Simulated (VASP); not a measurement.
## TiAl3: structure and properties in VASP

Wanted: the relaxed cell of TiAl3 and its properties. The steps: full relaxation (r2SCAN + rVV10), single point with fields (r2SCAN + rVV10), band structure (r2SCAN + rVV10), total and projected DOS (r2SCAN + rVV10), independent-particle dielectric function (r2SCAN + rVV10), volume scan with r2SCAN + rVV10 and fit for r2SCAN + rVV10. The start is a computed cell from the Materials Project.

Program: VASP 6.6.1. Level of theory: r2SCAN with rVV10; plane waves and PAW (Ti_sv, Al). Results are calculated unless marked as measured.

This is a report of a sequence of runs, with most program output left out.

## Step 1: Set-up

Before any relaxation, the start is as follows. The structure is tetragonal, space group I4/mmm (No. 139). The conventional cell has a = 3.822 Å, b = 3.822 Å, c = 8.561 Å, α = 90.00°, β = 90.00°, γ = 90.00°. Nearest to Ti lie 12 Al at 2.70 to 2.87 Å. Al has 4 Ti at 2.70 Å and 8 Al at 2.87 Å nearest. Nearest to Al lie 8 Al at 2.70 to 2.87 Å and 4 Ti at 2.87 Å. Farther neighbours are not listed.

Structure file:

```cif
data_structure
_symmetry_space_group_name_H-M 'P 1'
_symmetry_Int_Tables_number 1
_cell_length_a 3.8222
_cell_length_b 3.8222
_cell_length_c 5.0625
_cell_angle_alpha 112.179
_cell_angle_beta 67.821
_cell_angle_gamma 90.000
_cell_volume 62.54
loop_
_atom_site_label
_atom_site_type_symbol
_atom_site_fract_x
_atom_site_fract_y
_atom_site_fract_z
_atom_site_occupancy
Ti1 Ti 0.00000 0.00000 0.00000 1
Al2 Al 0.50000 0.50000 0.00000 1
Al3 Al 0.75000 0.75000 0.50000 1
Al4 Al 0.25000 0.25000 0.50000 1
```

## Step 2: Full relaxation (r2SCAN + rVV10)

The start need not lie at this functional's minimum. ISIF = 3 frees volume, shape and positions, and EDIFFG sets the threshold on forces and stress at which the search stops. r2SCAN adds the kinetic-energy density, costs more than a GGA and is run with LASPH. LUSE_VDW switches on a nonlocal correlation term for dispersion.

Contents of INCAR:

```
SYSTEM = TiAl3
PREC = Accurate
ENCUT = 400
EDIFF = 1E-06
NELM = 100
ISMEAR = 1
SIGMA = 0.2
LREAL = .FALSE.
ALGO = Normal
METAGGA = R2SCAN
LUSE_VDW = .TRUE.
IVDW_NL = 2
BPARAM = 11.95
CPARAM = 0.0093
LASPH = .TRUE.
NBANDS = 16
LORBIT = 11
LWAVE = .FALSE.
LCHARG = .FALSE.
KPAR = 4
IBRION = 2
NSW = 60
ISIF = 3
EDIFFG = -0.01
```

Contents of POSCAR:

```
TiAl3
1.0
    0.0000000000     -3.8222135426      0.0000000000
   -3.8222135426      0.0000000000      0.0000000000
    1.9111067713     -1.9111067713     -4.2806687947
Ti Al
1 3
Direct
    0.0000000000      0.0000000000      0.0000000000
    0.5000000000      0.5000000000      0.0000000000
    0.7500000000      0.7500000000      0.5000000000
    0.2500000000      0.2500000000      0.5000000000
```

Contents of KPOINTS:

```
Automatic mesh
0
Gamma
7 7 7
0 0 0
```

The projector-augmented-wave data sets are Ti_sv and Al (PBE family, release 64).

Started as:

```console
$ mpirun -np 4 vasp_std
```

The job ended after 2.2 min (4 MPI ranks of Intel Xeon 6975P-C (Granite Rapids), shared host; peak memory 1.1 GiB).

This run has no spin polarisation. Its electron count is odd, so without a moment it is a metal by construction. The k-mesh is coarse for a metal. The PAW data sets were made with PBE, which is usual practice but a small mismatch for other functionals. The run keeps the 16 symmetry operations of its start, so it cannot find a distortion of lower symmetry.

The steps of the relaxation:

| step | energy less that of the first step (eV) | largest force (eV/Å) | pressure (GPa) | volume (Å³) |
| --- | --- | --- | --- | --- |
| 1 | 0.0000 | 0.0000 | -0.62 | 62.54 |
| 2 | -0.0004 | 0.0000 | 0.42 | 61.99 |
| 3 | -0.0007 | 0.0000 | 0.03 | 62.20 |
| 4 | -0.0007 | 0.0000 | 0.02 | 62.21 |
| 5 | -0.0007 | 0.0000 | -0.01 | 62.22 |

| conventional cell, symmetrised | before | after | change |
| --- | --- | --- | --- |
| a (Å) | 3.822 | 3.813 | -0.2 % |
| b (Å) | 3.822 | 3.813 | -0.2 % |
| c (Å) | 8.561 | 8.558 | -0.0 % |
| volume (Å³/atom) | 15.63 | 15.55 | -0.5 % |

Final coordinates:

```
Ti Al
1.0
     0.00000   -3.81329    0.00000
    -3.81329    0.00000    0.00000
     1.90664   -1.90664   -4.27884
Ti Al
1 3
Direct
  0.00000 0.00000 0.00000
  0.50000 0.50000 0.00000
  0.75000 0.75000 0.50000
  0.25000 0.25000 0.50000
```

This step gave:

```yaml
electrons: 21
bands: 16
irreducible_k_points: 40
symmetry_operations: 16
free_energy_toten: -34.43 eV
energy_at_zero_smearing: -34.43 eV
fermi_energy: 8.411 eV
pressure: -0.008588 GPa
metallic: yes
scf_cycles_over_all_ionic_steps: 39
```

It ends with forces that vanish by symmetry and a pressure of -0.01 GPa.

## Step 3: Single point with fields (r2SCAN + rVV10)

The relaxed cell gets a fresh self-consistent run, on a basis set for its own volume, to fix the density and to check the remaining stress.

Changes to INCAR since step 2:

```diff
@@ -18,7 +18,5 @@
 LWAVE = .FALSE.
-LCHARG = .FALSE.
-KPAR = 4
-IBRION = 2
-NSW = 60
-ISIF = 3
-EDIFFG = -0.01
+LCHARG = .TRUE.
+ISIF = 2
+LELF = .TRUE.
+LVHAR = .TRUE.
```

Contents of POSCAR:

```
TiAl3
1.0
    0.0000000000     -3.8132887164      0.0000000000
   -3.8132887164      0.0000000000      0.0000000000
    1.9066443582     -1.9066443582     -4.2788394424
Ti Al
1 3
Direct
    0.0000000000      0.0000000000      0.0000000000
    0.5000000000      0.5000000000      0.0000000000
    0.7500000000      0.7500000000      0.5000000000
    0.2500000000      0.2500000000      0.5000000000
```

KPOINTS is that of step 2.

Started as:

```console
$ mpirun -np 4 vasp_std
```

The job ended after 21 s (4 MPI ranks; peak memory 0.67 GiB; 82 s of CPU time).

Numbers from this step:

```yaml
scf_cycles: 13
pressure: -0.02006 GPa
```

Valence electrons inside each PAW sphere by angular momentum. Sphere charges, by row:

| atom | s (e) | p (e) | d (e) | tot (e) |
| --- | --- | --- | --- | --- |
| Ti1 | 2.165 | 6.128 | 1.982 | 10.27 |
| Al2 | 0.444 | 0.395 | 0 | 0.839 |
| Al3 | 0.405 | 0.425 | 0 | 0.829 |
| Al4 | 0.405 | 0.425 | 0 | 0.829 |

Valence density in the ac plane of the conventional cell at fractional y = 0.000, with atoms of Ti and Al within 0.2 Å of it. It is the smooth field of the valence electrons, not physical close to the nuclei.

Ten steps, logarithmic in the rise over the least value, from '0' (0 e/Å³) to '9' (13 e/Å³), each cell a mean:
```
98631111112479
66421111112356
32221122211223
11122211222111
11122111112111
11111100011111
11111100011111
11111111111111
11112222222111
11122111122211
01122111112211
00122111112110
00122111112210
11122111112211
11122222222111
11112211121111
11111111111111
11111100011111
11121100012111
11122111122111
22212222222122
44321111111234
87521111112467
99631111112579
```
Columns run along a (3.8 Å), rows up along c (8.6 Å), edges of the conventional cell, whose origin can differ from the input's. Atoms in or near the plane, at fractional coordinates: Ti at (0.00, 0.00), Al at (0.00, 0.50), Al at (0.50, 0.75), Al at (0.50, 0.25).

ELF in the ac plane of the conventional cell at fractional y = 0.000, with atoms of Ti and Al within 0.2 Å of it. It is the smooth field of the valence electrons, not physical close to the nuclei.

Ten even steps from '_' (0.01) to '@' (0.95), each cell a mean:
```
@@##==....::====--..__::**%%
++==::..::==++++++--....--==
......::==++******++--::....
::--==++**++++++++****++--::
==++++**++--....::==****++==
====++++--..______::==++++==
::--====--..______::====----
::::--++++==------==++==--::
::--==++**************++==--
::--++**##********##****==::
__::==**##**++++****##**--..
____--**##**++==++**##++::__
__..==**##**++==++**##++::__
..::++**##**********##**==..
::--++******************==--
::--==++****++++++**++++--::
::::--====::....::--====--::
----==++--..______..==++==--
==++++**==::______--++**++==
====++****==------++****++==
....::==++**********++--::..
::::....--++****++==::....::
##++--....--==++==::..::==**
@@%%++..__::====--..__--**@@
```
Columns run along a (3.8 Å), rows up along c (8.6 Å), edges of the conventional cell, whose origin can differ from the input's. Atoms in or near the plane, at fractional coordinates: Ti at (0.00, 0.00), Al at (0.00, 0.50), Al at (0.50, 0.75), Al at (0.50, 0.25).

Electrostatic potential energy in the ac plane of the conventional cell at fractional y = 0.000, with atoms of Ti and Al within 0.2 Å of it. With pseudopotentials it is smooth inside the atoms' cores, unlike the true potential.

Values in eV, 24 rows by 14 columns, each cell a mean:
```
-64 -58 -41 -17  -3   0   2   3   2  -1  -7 -27 -49 -61
-43 -36 -21  -7  -1   1   2   2   1   0  -3 -12 -28 -40
-12  -9  -4  -2  -1  -1  -2  -2  -2  -1  -1  -3  -6 -11
  0   0   0  -1  -4  -9 -15 -18 -13  -7  -3  -1   0   0
  2   2   1  -3 -12 -32 -56 -63 -47 -23  -7  -1   1   2
  3   2   0  -5 -21 -56 -83 -84 -76 -41 -12  -3   1   3
  2   2   0  -5 -18 -48 -76 -81 -67 -34 -10  -2   1   2
  1   1   0  -2  -8 -19 -34 -39 -28 -14  -5  -1   1   1
 -3  -3  -1  -1  -2  -4  -7  -8  -6  -3  -1  -1  -2  -3
-18 -13  -7  -3   0   0   0   0   0   0  -1  -4  -9 -16
-63 -47 -23  -7  -1   1   2   2   2   1  -3 -12 -32 -56
-84 -76 -41 -11  -2   1   3   3   2   0  -5 -21 -56 -83
-82 -67 -34 -10  -2   1   3   3   2   0  -4 -18 -48 -76
-40 -29 -14  -5  -1   1   2   2   2   1  -2  -8 -19 -35
 -8  -6  -4  -1  -1  -1  -2  -2  -2  -1  -1  -2  -5  -8
 -1   0   0  -1  -4  -9 -15 -18 -13  -7  -3  -1   0  -1
  2   1   0  -4 -12 -32 -56 -63 -47 -23  -7  -2   1   2
  3   2   0  -5 -22 -56 -83 -84 -76 -41 -12  -3   1   2
  3   2   0  -4 -18 -48 -76 -81 -67 -34 -10  -2   1   3
  2   1   0  -2  -8 -19 -34 -39 -28 -14  -5  -1   1   1
 -3  -2  -1  -1  -2  -4  -7  -8  -6  -3  -2  -1  -2  -3
-26 -20 -10  -3  -1   0   0   0   0   0  -2  -5 -14 -23
-55 -48 -32 -11  -2   1   2   2   2   0  -4 -20 -39 -52
-67 -61 -45 -20  -4   0   2   3   2  -1  -8 -31 -53 -65
```
Columns run along a (3.8 Å; values clipped at the 3rd and 97th percentile), rows up along c (8.6 Å), edges of the conventional cell, whose origin can differ from the input's. Atoms in or near the plane, at fractional coordinates: Ti at (0.00, 0.00), Al at (0.00, 0.50), Al at (0.50, 0.75), Al at (0.50, 0.25).

In this run the pressure is -0.02 GPa, small enough to go on.

## Step 4: Band structure (r2SCAN + rVV10)

Levels along the symmetry lines show where the bands peak and cross; KPOINTS_OPT computes them in the converged potential.

Changes to INCAR since step 3:

```diff
@@ -15,8 +15,6 @@
 LASPH = .TRUE.
-NBANDS = 16
+NBANDS = 24
 LORBIT = 11
 LWAVE = .FALSE.
-LCHARG = .TRUE.
-ISIF = 2
-LELF = .TRUE.
-LVHAR = .TRUE.
+LCHARG = .FALSE.
+KPAR = 4
```

POSCAR is that of step 3.

KPOINTS is that of step 3.

Contents of KPOINTS_OPT:

```
Line mode
16
Line-mode
Reciprocal
  0.00000000   0.00000000   0.00000000 GAMMA
  0.50000000  -0.50000000   0.50000000 X

  0.50000000  -0.50000000   0.50000000 X
  0.59927900  -0.40072100   0.50000000 Y

  0.59927900  -0.40072100   0.50000000 Y
  0.59927900   0.00000000   0.29963950 S

  0.59927900   0.00000000   0.29963950 S
  0.00000000   0.00000000   0.00000000 GAMMA

  0.00000000   0.00000000   0.00000000 GAMMA
  0.00000000   0.00000000  -0.50000000 Z

  0.00000000   0.00000000  -0.50000000 Z
  0.40072100   0.00000000  -0.29963950 S1

  0.40072100   0.00000000  -0.29963950 S1
  0.50000000   0.00000000   0.00000000 N

  0.50000000   0.00000000   0.00000000 N
  0.50000000  -0.50000000   0.25000000 P

  0.50000000  -0.50000000   0.25000000 P
  0.40072100  -0.40072100  -0.09927900 Y1

  0.40072100  -0.40072100  -0.09927900 Y1
  0.00000000   0.00000000  -0.50000000 Z

  0.50000000  -0.50000000   0.50000000 X
  0.50000000  -0.50000000   0.25000000 P
```

Started as:

```console
$ mpirun -np 4 vasp_std
```

The job ended after 83 s (4 MPI ranks; peak memory 1.2 GiB; 5.4 min of CPU time).

The cell is typed on its shortest vectors, so the axes of tensors and the coordinates of k-points follow the printed cell and not the standard setting.

This step gave:

```
bands        : 24
Fermi energy : 8.410 eV
pressure     : 0.09368 GPa
```

Electronic bands along the path, in eV, zero at the Fermi level; # counts the bands kept:

| point | #4 | #5 | #6 | #7 | #8 | #9 | #10 | #11 |
| --- | --- | --- | --- | --- | --- | --- | --- | --- |
| Γ | -1.48 | -1.32 | -1.32 | 0.87 | 1.77 | 1.77 | 2.18 | 2.92 |
| 0.53 of the way | -2.57 | -2.54 | -1.71 | -1.40 | 1.98 | 2.23 | 2.46 | 3.25 |
| X | -4.15 | -3.03 | -2.35 | -1.07 | 1.98 | 2.26 | 2.76 | 3.00 |
| 0.53 of the way | -3.45 | -3.33 | -1.96 | -1.03 | 2.03 | 2.16 | 2.57 | 3.13 |
| Y | -3.94 | -2.40 | -1.50 | -0.93 | 1.97 | 2.10 | 2.33 | 3.52 |
| 0.53 of the way | -2.68 | -0.75 | -0.75 | -0.16 | 1.72 | 1.98 | 2.32 | 4.16 |
| S | -1.18 | -0.83 | -0.70 | 0.65 | 1.83 | 2.22 | 3.24 | 3.63 |
| 0.53 of the way | -2.24 | -1.97 | -0.73 | -0.49 | 1.44 | 1.91 | 3.90 | 3.94 |
| Γ | -1.48 | -1.32 | -1.32 | 0.87 | 1.77 | 1.77 | 2.18 | 2.92 |
| 0.47 of the way | -1.21 | -1.21 | -0.34 | 0.93 | 1.30 | 1.30 | 1.67 | 3.81 |
| Z | -1.04 | -1.04 | -0.28 | 0.79 | 0.79 | 1.00 | 3.23 | 5.33 |
| 0.47 of the way | -1.11 | -1.05 | 0.33 | 0.83 | 0.91 | 1.23 | 3.98 | 5.33 |
| S1 | -1.18 | -0.83 | -0.70 | 0.65 | 1.83 | 2.22 | 3.24 | 3.63 |
| 0.47 of the way | -1.81 | -1.16 | -0.43 | 0.57 | 1.99 | 2.31 | 2.89 | 3.77 |
| N | -3.16 | -1.16 | -0.27 | 0.58 | 2.09 | 2.17 | 2.94 | 3.33 |
| 0.53 of the way | -3.35 | -2.36 | -1.85 | -0.41 | 1.29 | 2.14 | 2.64 | 3.04 |
| P | -4.65 | -2.01 | -2.01 | -1.30 | 0.88 | 1.98 | 2.26 | 3.47 |
| 0.47 of the way | -3.78 | -2.95 | -1.55 | -1.36 | 1.62 | 2.02 | 2.21 | 3.32 |
| Y1 | -3.94 | -2.40 | -1.50 | -0.93 | 1.97 | 2.10 | 2.33 | 3.52 |
| 0.47 of the way | -3.69 | -0.07 | -0.06 | 0.59 | 0.94 | 1.71 | 3.15 | 5.67 |
| Z | -1.04 | -1.04 | -0.28 | 0.79 | 0.79 | 1.00 | 3.23 | 5.33 |
| jump to X | -4.15 | -3.03 | -2.35 | -1.07 | 1.98 | 2.26 | 2.76 | 3.00 |
| 0.47 of the way | -4.40 | -2.73 | -1.91 | -1.32 | 1.74 | 1.98 | 2.26 | 3.46 |
| P | -4.65 | -2.01 | -2.01 | -1.30 | 0.88 | 1.98 | 2.26 | 3.47 |

Of the projections kept (Ti, Al), the largest for each band there; the rest of the weight can lie on other orbitals:

| point | #4 | #5 | #6 | #7 | #8 | #9 | #10 | #11 |
| --- | --- | --- | --- | --- | --- | --- | --- | --- |
| Γ | Ti 0.88 | Ti 0.63 | Ti 0.63 | Ti 1.00 | Al 0.70 | Al 0.70 | Ti 0.61 | Al 1.00 |
| X | Al 0.92 | Al 0.69 | Ti 0.60 | Ti 0.80 | Ti 1.00 | Ti 1.00 | Al 0.62 | Ti 0.96 |
| Y | Al 0.60 | Al 0.65 | Ti 0.67 | Ti 0.82 | Ti 0.95 | Ti 0.98 | Ti 0.72 | Ti 0.94 |
| S | Ti 0.71 | Ti 0.83 | Ti 0.73 | Ti 0.93 | Ti 0.96 | Ti 0.67 | Ti 0.75 | Al 0.85 |
| Γ | Ti 0.88 | Ti 0.63 | Ti 0.63 | Ti 1.00 | Al 0.70 | Al 0.70 | Ti 0.61 | Al 1.00 |
| Z | Al 0.85 | Al 0.85 | Ti 0.91 | Ti 1.00 | Ti 1.00 | Ti 1.00 | Ti 0.94 | Ti 0.65 |

There is no gap at this level.

## Step 5: Total and projected DOS (r2SCAN + rVV10)

A density of states needs more k-points than a total energy; ISMEAR = -5 takes tetrahedra, and LORBIT projects the states on the PAW spheres. The mesh is finer than in the run before.

Changes to INCAR since step 4:

```diff
@@ -5,3 +5,3 @@
 NELM = 100
-ISMEAR = 1
+ISMEAR = -5
 SIGMA = 0.2
@@ -20 +20,2 @@
 KPAR = 4
+NEDOS = 2001
```

POSCAR is that of step 4.

Contents of KPOINTS:

```
Automatic mesh
0
Gamma
10 10 10
0 0 0
```

Started as:

```console
$ mpirun -np 4 vasp_std
```

Run time: 69 s. Hardware: 4 MPI ranks; peak memory 1.4 GiB.

With tetrahedra the forces and stress of a metal are not exact derivatives of the energy.

Numbers from this step:

```
irreducible k-points   : 102
Fermi energy           : 8.380 eV
pressure               : 0.08968 GPa
DOS at the Fermi level : 1.560 states/eV/cell
```

The density of states has structure finer than the step of the table below, so its rows give means over 1 eV, whole bins alone (the curve runs from -12.0 to 4.09 eV). Peaks (eV: height): total -1.1: 3.76, 2.1: 6.19, 3.8: 3.65; Ti d -0.4: 1.12, 2.1: 3.78, 3.2: 1.31, 3.8: 1.54; Al p -1.1: 0.458, 2.1: 0.246, 3.0: 0.168, 3.8: 0.172; Al s -7.9: 0.196, -6.8: 0.213, -4.8: 0.206, 3.8: 0.348; Ti p -1.8: 0.0559, 2.1: 0.0599, 2.4: 0.0601, 3.8: 0.0611.

States under -12.0 eV and over 4.1 eV are left out. The density of states by energy, zero at the Fermi level; means over each step; values in states/eV/cell:

| energy (eV) | total | Ti d | Al p | Al s | Ti p | Ti s |
| --- | --- | --- | --- | --- | --- | --- |
| -11 | 0.0225 | 0 | 8.7e-5 | 0.00563 | 5.0e-5 | 9.9e-4 |
| -10 | 0.327 | 2.4e-4 | 0.00476 | 0.0793 | 0.00230 | 0.0123 |
| -9 | 0.579 | 0.00202 | 0.0172 | 0.134 | 0.00829 | 0.0146 |
| -8 | 0.734 | 0.00691 | 0.0327 | 0.160 | 0.0139 | 0.0124 |
| -7 | 0.865 | 0.0206 | 0.0552 | 0.166 | 0.0150 | 0.0151 |
| -6 | 0.832 | 0.0320 | 0.0681 | 0.140 | 0.0125 | 0.0117 |
| -5 | 1.12 | 0.0547 | 0.102 | 0.159 | 0.0205 | 0.0253 |
| -4 | 1.24 | 0.0873 | 0.142 | 0.124 | 0.0242 | 0.0287 |
| -3 | 1.38 | 0.141 | 0.170 | 0.103 | 0.0345 | 0.0224 |
| -2 | 2.04 | 0.355 | 0.252 | 0.0973 | 0.0503 | 0.0155 |
| -1 | 2.77 | 0.845 | 0.311 | 0.0598 | 0.0386 | 0.0108 |
| 0 | 1.74 | 0.824 | 0.125 | 0.0191 | 0.00944 | 0.00439 |
| 1 | 1.05 | 0.559 | 0.0563 | 0.00918 | 0.00947 | 0.00713 |
| 2 | 3.77 | 1.99 | 0.195 | 0.0583 | 0.0500 | 0.0658 |
| 3 | 1.99 | 0.841 | 0.109 | 0.105 | 0.0363 | 0.0360 |

The finer mesh and the other smearing move the Fermi level by -0.03 eV from the 7×7×7 run, a small shift, which tests the Fermi level alone. Of the states within 0.3 eV of the Fermi level, the largest shares in the PAW spheres are Ti d 48 % and Al p 7 %. The rest lies in smaller channels or between the spheres.

## Step 6: Independent-particle dielectric function (r2SCAN + rVV10)

LOPTICS sums transitions from filled to empty bands. NBANDS is raised for it.

Changes to INCAR since step 5:

```diff
@@ -5,3 +5,3 @@
 NELM = 100
-ISMEAR = -5
+ISMEAR = 1
 SIGMA = 0.2
@@ -15,3 +15,3 @@
 LASPH = .TRUE.
-NBANDS = 24
+NBANDS = 42
 LORBIT = 11
@@ -20,2 +20,4 @@
 KPAR = 4
-NEDOS = 2001
+LOPTICS = .TRUE.
+NEDOS = 1500
+CSHIFT = 0.1
```

POSCAR is that of step 5.

KPOINTS is that of step 5.

Started as:

```console
$ mpirun -np 4 vasp_std
```

Run time: 1.8 min. Hardware: 4 MPI ranks; peak memory 1.5 GiB; 6.8 min of CPU time.

These are independent-particle spectra without excitons or local fields, and fine structure depends on the mesh and on CSHIFT. The intraband (Drude) part is not in this spectrum.

Numbers from this step:

```yaml
scf_cycles: 14
bands: 42
fermi_energy: 8.393 eV
pressure: -0.007156 GPa
```

The imaginary dielectric function has structure finer than the step of the table below, so its rows give means over 0.5 eV, whole bins alone (the curve runs from 0 to 25.0 eV). Peaks (eV: height): xx 0.50: 23.6, 2.29: 26.5, 4.79: 20.2; zz 0.36: 25.2, 2.00: 35.2, 5.01: 23.2.

The imaginary dielectric function by photon energy; means over each step:

| photon energy (eV) | xx | zz |
| --- | --- | --- |
| 0.5 | 20.3 | 20.2 |
| 1.0 | 16.9 | 10.9 |
| 1.5 | 13.9 | 20.1 |
| 2.0 | 20.5 | 31.6 |
| 2.5 | 25.4 | 21.9 |
| 3.0 | 21.7 | 21.5 |
| 3.5 | 21.1 | 13.9 |
| 4.0 | 17.0 | 13.7 |
| 4.5 | 17.8 | 18.7 |
| 5.0 | 17.0 | 22.6 |
| 5.5 | 12.0 | 14.9 |
| 6.0 | 7.29 | 9.00 |
| 6.5 | 5.19 | 4.90 |
| 7.0 | 3.59 | 2.98 |
| 7.5 | 2.49 | 1.91 |
| 8.0 | 1.56 | 1.43 |
| 8.5 | 1.18 | 1.19 |
| 9.0 | 0.982 | 0.860 |
| 9.5 | 0.858 | 0.742 |
| 10.0 | 0.852 | 0.674 |
| 10.5 | 0.597 | 0.452 |
| 11.0 | 0.412 | 0.406 |
| 11.5 | 0.328 | 0.387 |
| 12.0 | 0.275 | 0.321 |
| 12.5 | 0.255 | 0.295 |
| 13.0 | 0.259 | 0.218 |
| 13.5 | 0.241 | 0.196 |
| 14.0 | 0.177 | 0.183 |
| 14.5 | 0.154 | 0.161 |
| 15.0 | 0.141 | 0.152 |
| 15.5 | 0.132 | 0.139 |
| 16.0 | 0.122 | 0.122 |
| 16.5 | 0.120 | 0.100 |
| 17.0 | 0.131 | 0.102 |
| 17.5 | 0.119 | 0.0940 |
| 18.0 | 0.118 | 0.0782 |
| 18.5 | 0.0902 | 0.0726 |
| 19.0 | 0.0932 | 0.0728 |
| 19.5 | 0.0827 | 0.0699 |
| 20.0 | 0.0835 | 0.0623 |
| 20.5 | 0.0771 | 0.0585 |
| 21.0 | 0.0744 | 0.0498 |
| 21.5 | 0.0723 | 0.0556 |
| 22.0 | 0.0704 | 0.0508 |
| 22.5 | 0.0643 | 0.0495 |
| 23.0 | 0.0599 | 0.0523 |
| 23.5 | 0.0588 | 0.0555 |
| 24.0 | 0.0600 | 0.0496 |
| 24.5 | 0.0635 | 0.0502 |

Real dielectric function against photon energy:

| photon energy (eV) | xx | zz |
| --- | --- | --- |
| 0 | 47.8 | 49.4 |
| 1 | 22.1 | 25.0 |
| 2 | 23.1 | 14.4 |
| 3 | 6.36 | 2.45 |
| 4 | -0.784 | 3.54 |
| 5 | -8.25 | -3.63 |
| 6 | -9.03 | -10.9 |
| 7 | -6.54 | -7.46 |
| 8 | -4.47 | -4.51 |
| 9 | -2.95 | -3.08 |
| 10 | -2.13 | -2.27 |
| 11 | -1.55 | -1.49 |
| 12 | -1.01 | -1.04 |
| 13 | -0.650 | -0.732 |
| 14 | -0.442 | -0.453 |
| 15 | -0.197 | -0.241 |
| 16 | -0.0209 | -0.0754 |
| 17 | 0.118 | 0.0769 |
| 18 | 0.201 | 0.177 |
| 19 | 0.297 | 0.281 |
| 20 | 0.382 | 0.363 |
| 21 | 0.449 | 0.440 |
| 22 | 0.504 | 0.495 |
| 23 | 0.561 | 0.562 |
| 24 | 0.611 | 0.603 |

## Step 7: Volume scan with r2SCAN + rVV10

An equation of state needs energies on both sides of the minimum, all on one mesh and cutoff.

Changes to INCAR since step 6:

```diff
@@ -15,3 +15,3 @@
 LASPH = .TRUE.
-NBANDS = 42
+NBANDS = 16
 LORBIT = 11
@@ -20,4 +20,2 @@
 KPAR = 4
-LOPTICS = .TRUE.
-NEDOS = 1500
-CSHIFT = 0.1
+ISIF = 2
```

Contents of POSCAR:

```
TiAl3
1.0
    0.0000000000     -3.7354446551      0.0000000000
   -3.7354446551      0.0000000000      0.0000000000
    1.8677223276     -1.8677223276     -4.1914916792
Ti Al
1 3
Direct
    0.0000000000      0.0000000000      0.0000000000
    0.5000000000      0.5000000000      0.0000000000
    0.7500000000      0.7500000000      0.5000000000
    0.2500000000      0.2500000000      0.5000000000
```

Contents of KPOINTS:

```
Automatic mesh
0
Gamma
7 7 7
0 0 0
```

Started as:

```console
$ mpirun -np 4 vasp_std
```

Wall time 23 s (4 MPI ranks); peak memory 0.94 GiB.

The scan keeps the cell's shape and the fractional positions fixed.

Numbers from this step:

* SCF cycles: 13
* bands: 16
* irreducible k-points: 40
* free energy (TOTEN): -34.33 eV
* energy at zero smearing: -34.33 eV
* Fermi energy: 9.048 eV
* pressure: 8.193 GPa

The pressure here is 8.19 GPa.

(Part 1 of 2 ends here.)

[Lines on the potential files, build, host, timing and source positions are cut from VASP's logs without a mark.]

[Logs are printed without paths, hosts, clocks, repeated set-up lines and the standing remarks that a program may print on its own settings, such as how far it seeks lower states.]

[Hosts, paths, dates, database ids (printed as entryN), source tags and the programs' standing remarks are cut or masked in the printed files.]

[A measured line is paired with the nearest computed mode of its activity, which favours agreement.]
